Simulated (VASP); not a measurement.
```
CELL_PARAMETERS angstrom
     -1.26767     1.26767     1.26767
      1.26767    -1.26767     1.26767
      1.26767     1.26767    -1.26767
ATOMIC_POSITIONS crystal
  Be 0.00000 0.00000 0.00000
```

Level of theory: r2SCAN meta-GGA, VASP's PBE PAW potentials (set 64) (plane waves; VASP). Settings: 400 eV cut-off, 18×18×18 Γ-centred mesh, first-order Methfessel-Paxton smearing of 0.10 eV, potentials Be.

Energy and stress use the plane-wave basis of the starting cell.

### Question
The ions, cell shape and volume are relaxed. Give the cell that the relaxation ends in.

### Answer

```
CELL_PARAMETERS angstrom
     -1.25070     1.25070     1.25070
      1.25070    -1.25070     1.25070
      1.25070     1.25070    -1.25070
ATOMIC_POSITIONS crystal
  Be 0.00000 0.00000 0.00000
```
Space group Im-3m (229), at a tolerance of 0.03 Å.

### Question
How do energy and volume change from the first to the last step?

### Answer
The energy (σ→0) changes by -5.0 meV/atom and the volume by -4.0 %, in 3 ionic steps.

```
step  E(σ→0) (eV)  max force (eV/Å)  pressure (GPa)  volume (Å³)
----  -----------  ----------------  --------------  -----------
1         -4.2358             0.000           -4.80         8.15
2         -4.2408             0.000           -0.65         7.86
3         -4.2409             0.000           -0.04         7.83
```

The structure was generated: Be was put into the bcc type (Im-3m), which need not be its known phase. This run relaxes it. Symmetry was kept, so distortions that lower it aren't found.
